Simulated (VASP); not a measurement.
Level of theory: PBE GGA, VASP's PBE PAW potentials (set 64) (plane waves; VASP 6.6.1).

Input for VASP

### KPOINTS
```
Automatic mesh
0
Gamma
 11 11 11
0 0 0
```

### POSCAR
```
LiCl
5.140
  0.0000000000   0.5000000000   0.5000000000
  0.5000000000   0.0000000000   0.5000000000
  0.5000000000   0.5000000000   0.0000000000
Li Cl
1 1
Cartesian
  0.0000000000   0.0000000000   0.0000000000
  0.5000000000   0.5000000000   0.5000000000
```

### INCAR
```
# general
SYSTEM   =  LiCl
PREC     =  Accurate
ENCUT    =  520
LREAL    =  .False.
LASPH    =  .True.
NBANDS   =  27

# electronic loop
EDIFF    =  1E-7
NELM     =  100
ALGO     =  Normal

# smearing
ISMEAR   =  0
SIGMA    =  0.01

# functional
GGA      =  PE

# output
LWAVE    =  .False.
LCHARG   =  .False.
NEDOS    =  1001

# other
LOPTICS  =  .True.
CSHIFT   =  0.1
```

POTCAR, in this order: Li_sv Cl (PBE.64 set). Program: vasp_std.

Output

**OUTCAR**
```
 ion  position               nearest neighbor table
   1  0.000  0.000  0.000-   2 2.57   2 2.57   2 2.57   2 2.57   2 2.57   2 2.57
   2  0.500  0.500  0.500-   1 2.57   1 2.57   1 2.57   1 2.57   1 2.57   1 2.57
  LATTYP: Found a face centered cubic cell.
 ALAT       =     5.1400000000
 Subroutine PRICEL returns:
 Original cell was already a primitive cell.
 Subroutine GETGRP returns: Found 48 space group operations
The static configuration has the point symmetry O_h .
The dynamic configuration has the point symmetry O_h .
 Subroutine INISYM returns: Found 48 space group operations
 Subroutine IBZKPT returns following result:
 Found     56 irreducible k-points:

 Following reciprocal coordinates:
            Coordinates               Weight
  0.000000  0.000000  0.000000      1.000000
  0.090909  0.000000  0.000000      8.000000
  0.181818  0.000000  0.000000      8.000000
  0.272727  0.000000  0.000000      8.000000
  0.363636  0.000000  0.000000      8.000000
  0.454545  0.000000  0.000000      8.000000
  0.090909  0.090909  0.000000      6.000000
  0.181818  0.090909  0.000000     24.000000
  0.272727  0.090909  0.000000     24.000000
  0.363636  0.090909  0.000000     24.000000
  0.454545  0.090909  0.000000     24.000000
 -0.454545  0.090909  0.000000     24.000000
 -0.363636  0.090909  0.000000     24.000000
 -0.272727  0.090909  0.000000     24.000000
 -0.181818  0.090909  0.000000     24.000000
 -0.090909  0.090909  0.000000     12.000000
  0.181818  0.181818  0.000000      6.000000
  0.272727  0.181818  0.000000     24.000000
  0.363636  0.181818  0.000000     24.000000
  0.454545  0.181818  0.000000     24.000000
 -0.454545  0.181818  0.000000     24.000000
 -0.363636  0.181818  0.000000     24.000000
 -0.272727  0.181818  0.000000     24.000000
 -0.181818  0.181818  0.000000     12.000000
  0.272727  0.272727  0.000000      6.000000
  0.363636  0.272727  0.000000     24.000000
  0.454545  0.272727  0.000000     24.000000
 -0.454545  0.272727  0.000000     24.000000
 -0.363636  0.272727  0.000000     24.000000
 -0.272727  0.272727  0.000000     12.000000
  0.363636  0.363636  0.000000      6.000000
  0.454545  0.363636  0.000000     24.000000
 -0.454545  0.363636  0.000000     24.000000
 -0.363636  0.363636  0.000000     12.000000
  0.454545  0.454545  0.000000      6.000000
 -0.454545  0.454545  0.000000     12.000000
  0.272727  0.181818  0.090909     24.000000
  0.363636  0.181818  0.090909     48.000000
  0.454545  0.181818  0.090909     48.000000
 -0.454545  0.181818  0.090909     48.000000
   k-points           NKPTS =     56   k-points in BZ     NKDIM =     56   number of bands    NBANDS=     27
   number of dos      NEDOS =   1001   number of ions     NIONS =      2
   total plane-waves  NPLWV =  21952
   dimension x,y,z NGX =    28 NGY =   28 NGZ =   28
   dimension x,y,z NGXF=    56 NGYF=   56 NGZF=   56
   ions per type =               1   1
   PREC   = accura    normal or accurate (medium, high low for compatibility)
   ISTART =      0    job   : 0-new  1-cont  2-samecut
   ICHARG =      2    charge: 1-file 2-atom 10-const
   ISPIN  =      1    spin polarized calculation?
   LNONCOLLINEAR =      F non collinear calculations
   LSORBIT =      F    spin-orbit coupling
   INIWAV =      1    electr: 0-lowe 1-rand  2-diag
   ENCUT  =  520.0 eV  38.22 Ry    6.18 a.u.   6.76  6.76  6.76*2*pi/ulx,y,z
   NELM   =    100;   NELMIN=  2; NELMDL= -5     # of ELM steps
   EDIFF  = 0.1E-06   stopping-criterion for ELM
   LREAL  =      F    real-space projection
   NLSPLINE    = F    spline interpolate recip. space projectors
   LMAXMIX     =    2 max onsite mixed and CHGCAR
...
```

### OSZICAR
```
       N       E                     dE             d eps       ncg     rms          rms(c)
DAV:   1     0.394668813941E+02    0.39467E+02   -0.33972E+03  3024   0.336E+02
DAV:   2    -0.559519421299E+01   -0.45062E+02   -0.42699E+02  3859   0.913E+01
DAV:   3    -0.743033228701E+01   -0.18351E+01   -0.18209E+01  3906   0.163E+01
DAV:   4    -0.745127586864E+01   -0.20944E-01   -0.20933E-01  3668   0.173E+00
DAV:   5    -0.745143597935E+01   -0.16011E-03   -0.16010E-03  3721   0.148E-01    0.238E+00
DAV:   6    -0.737995573348E+01    0.71480E-01   -0.87456E-02  3747   0.811E-01    0.167E+00
DAV:   7    -0.738209830929E+01   -0.21426E-02   -0.32697E-02  4213   0.543E-01    0.956E-01
DAV:   8    -0.738622709019E+01   -0.41288E-02   -0.61749E-03  3651   0.268E-01    0.297E-01
DAV:   9    -0.738608252596E+01    0.14456E-03   -0.33879E-04  3619   0.657E-02    0.670E-02
DAV:  10    -0.738612572553E+01   -0.43200E-04   -0.68882E-05  3483   0.302E-02    0.359E-02
DAV:  11    -0.738613226629E+01   -0.65408E-05   -0.42518E-06  4036   0.784E-03    0.312E-03
DAV:  12    -0.738613286575E+01   -0.59946E-06   -0.27955E-07  3695   0.207E-03    0.120E-03
DAV:  13    -0.738613329649E+01   -0.43074E-06   -0.82807E-08  3881   0.867E-04    0.591E-04
DAV:  14    -0.738613320864E+01    0.87856E-07   -0.21130E-09  1874   0.208E-04
   1 F= -.73861332E+01 E0= -.73861332E+01  d E =-.136357E-36
 imaginary and real dielectric function
```

OUTCAR:
```
------------------------ aborting loop because EDIFF is reached ----------------------------------------
  FORCE on cell =-STRESS in cart. coord.  units (eV):
  Direction    XX          YY          ZZ          XY          YZ          ZX
  --------------------------------------------------------------------------------------
  Total        0.0182727      0.0182727      0.0182727      0.0000000      0.0000000      0.0000000
  in kB        0.8623511      0.8623511      0.8623511      0.0000000      0.0000000      0.0000000
  external PRESSURE =       0.8623511 kB  Pullay stress =       0.0000000 kB
  volume of cell :       33.95
      direct lattice vectors                 reciprocal lattice vectors
     0.000000000  2.570000000  2.570000000    -0.194552529  0.194552529  0.194552529
     2.570000000  0.000000000  2.570000000     0.194552529 -0.194552529  0.194552529
     2.570000000  2.570000000  0.000000000     0.194552529  0.194552529 -0.194552529
  FREE ENERGIE OF THE ION-ELECTRON SYSTEM (eV)
  ---------------------------------------------------
  free  energy   TOTEN  =        -7.3861332086 eV

  energy  without entropy=       -7.3861332086  energy(sigma->0) =       -7.38613321

 plasma frequency squared (from intraband transitions) (eV^2)
  --------------------------------------------------------------------------------------
       0.000      -0.000      -0.000
      -0.000       0.000      -0.000
      -0.000      -0.000       0.000

 plasma frequency squared (from interband transitions, int dw w eps(2)(w)) (eV^2)
  --------------------------------------------------------------------------------------
     319.230       0.000       0.000      -0.000      -0.000      -0.000
       0.000       0.000     319.230       0.000       0.000       0.000
      -0.000       0.000       0.000      -0.000     319.230       0.000
```
(Selected blocks of OUTCAR.)

The compound is LiCl in the rock salt structure. The cell was not relaxed at this level.
